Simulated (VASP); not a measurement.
An input for Quantum ESPRESSO's pw.x (written as the equivalent of a VASP run, and not itself run):

```
&CONTROL
  calculation = 'scf'
  pseudo_dir = './pseudo'
  outdir = './out'
  tprnfor = .true.
  tstress = .true.
/
&SYSTEM
  ibrav = 0
  nat = 8
  ntyp = 3
  ecutwfc = 102
  occupations = 'smearing'
  smearing = 'gaussian'
  degauss = 0.003675
  input_dft = 'pbe'
/
&ELECTRONS
  conv_thr = 7.3e-08
  electron_maxstep = 100
/
ATOMIC_SPECIES
  Mg 24.305 Mg.upf
  Cd 112.414 Cd.upf
  Te 127.600 Te.upf
CELL_PARAMETERS angstrom
    -3.2756280    3.2756280    6.5619427
     3.2756280   -3.2756280    6.5619427
     3.2756280    3.2756280   -6.5619427
ATOMIC_POSITIONS crystal
  Mg   0.7500000  0.2500000  0.5000000
  Mg   0.0000000  0.0000000  0.0000000
  Cd   0.2500000  0.7500000  0.5000000
  Cd   0.5000000  0.5000000  0.0000000
  Te   0.6313767  0.6250000  0.5063767
  Te   0.3750000  0.8813767  0.0063767
  Te   0.1186233  0.1250000  0.4936233
  Te   0.8750000  0.3686233  0.9936233
K_POINTS automatic
  4 4 4 0 0 0
```

Question: Translate this input to VASP (INCAR, KPOINTS, POSCAR, choice of POTCAR).

Answer: One answer among several that fit: 
File KPOINTS:
```
Automatic mesh
0
Gamma
4 4 4
0 0 0
```

POSCAR:
```
MgCdTe2
1.0
 -3.2756280082   3.2756280082   6.5619427394
  3.2756280082  -3.2756280082   6.5619427394
  3.2756280082   3.2756280082  -6.5619427394
Mg Cd Te
2 2 4
Cartesian
  0.0000000000   3.2756280082   3.2809713697
  0.0000000000   0.0000000000   0.0000000000
  3.2756280082   0.0000000000   3.2809713697
  0.0000000000   0.0000000000   6.5619427394
  1.6378140041   1.6795892018   4.9214570546
  1.6795892018  -1.6378140041   8.2024284242
  1.6378140041   1.5960388064  -1.6404856849
  1.5960388064   4.9134420123   1.6404856848
```

**INCAR**
```
ALGO  =  Normal
EDIFF  =  1E-6
ENCUT  =  400
GGA  =  PE
ISMEAR  =  0
LASPH  =  T
LCHARG  =  F
LMAXMIX  =  4
LREAL  =  F
LWAVE  =  T
NELM  =  100
PREC  =  Accurate
SIGMA  =  0.05
SYSTEM  =  MgCdTe2
```

POTCAR, in this order: Mg Cd Te (PBE.64 set). Program: vasp_std.

What does not carry over: the potentials are each code's own (VASP's PAW set, PseudoDojo norm-conserving files in pw.x), so ENCUT and ecutwfc are chosen apart and not converted; conv_thr bounds pw.x's estimated SCF error, while EDIFF bounds the energy change between steps.

The structure comes from a computed database's MgCdTe2 entry (I-42d); how it stands against other phases isn't given here. It was relaxed first.
